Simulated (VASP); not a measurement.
Input:

```xyz
4
Lattice="3.8868 0.0000 0.0000 -1.9434 3.3661 0.0000 0.0000 0.0000 4.4989" Properties=species:S:1:pos:R:3 pbc="T T T"
Sc     0.0000     2.2441     4.2177
Sc     1.9434     1.1220     1.9682
C      0.0000     2.2441     1.9683
C      1.9434     1.1220     4.2177
```

These are LDA (Ceperley-Alder, Perdew-Zunger), VASP's LDA PAW potentials (set 64) (plane waves; VASP 6.6.1) values and carry that method's errors. Numerical set-up: 520 eV cut-off, 10×10×8 Γ-centred mesh, tetrahedra with Blöchl corrections, potentials Sc_sv C.

Estimate the energy per atom (σ→0), band gap (on the k-mesh) with the smallest direct gap where there is one.

| Quantity | Value |
|---|---|
| band gap (on the k-mesh) | none (metal, semimetal or under 0.01 eV) |
| energy per atom (σ→0) | -800.2 kJ/mol of atoms |

The structure was generated: ScC was put into the wurtzite type (P6_3mc), which need not be its known phase. It was relaxed first, which changed the volume by -36 %. The relaxed cell has space group P6_3/mmc.
